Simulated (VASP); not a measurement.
These are PBE GGA, VASP's PBE PAW potentials (set 64) (plane waves; VASP 6.6.1) values and carry that method's errors.

VASP ran on this input.

POSCAR:
```
TiSi2
1
    0.0000000000     4.2089240000     4.3575360000
    2.4425570000     0.0000000000     4.3575360000
    2.4425570000     4.2089240000     0.0000000000
Ti Si
2 4
Direct
  0.5000000000   0.5000000000   0.5000000000
  0.7500000000   0.7500000000   0.7500000000
  0.8374300000   0.1625700000   0.8374300000
  0.1625700000   0.8374300000   0.1625700000
  0.4125700000   0.0874300000   0.4125700000
  0.0874300000   0.4125700000   0.0874300000
```

### KPOINTS
```
Automatic mesh
0
Gamma
7 7 7
0 0 0
```

### INCAR
```
ALGO = Normal
EDIFF = 1E-6
EDIFFG = -0.01
ENCUT = 300
GGA = PE
IBRION = 2
ISIF = 3
ISMEAR = 0
LASPH = T
LCHARG = F
LMAXMIX = 4
LREAL = F
LWAVE = F
NELM = 100
NSW = 50
PREC = Accurate
SIGMA = 0.2
SYSTEM = TiSi2
```

POTCAR, in this order: Ti_sv Si (PBE.64 set). Program: vasp_std.

Task: What will the output report for the number of irreducible k-points (NKPTS), largest plane-wave count, number of space-group operations, FFT grid (NGX, NGY, NGZ)?

Result: 
* **number of irreducible k-points (NKPTS)**: 64
* **largest plane-wave count**: 1076
* **number of space-group operations**: 8
* **FFT grid (NGX, NGY, NGZ)**: 36 × 28 × 28

The structure comes from a computed database's TiSi2 entry; how it stands against other phases isn't given here. This run relaxes it. Symmetry was kept, so distortions that lower it aren't found. The run is one of a series of settings (EDIFFG = -0.01, IBRION = 2, ISIF = 3, NSW = 50 against the base run), some of them coarse on purpose.
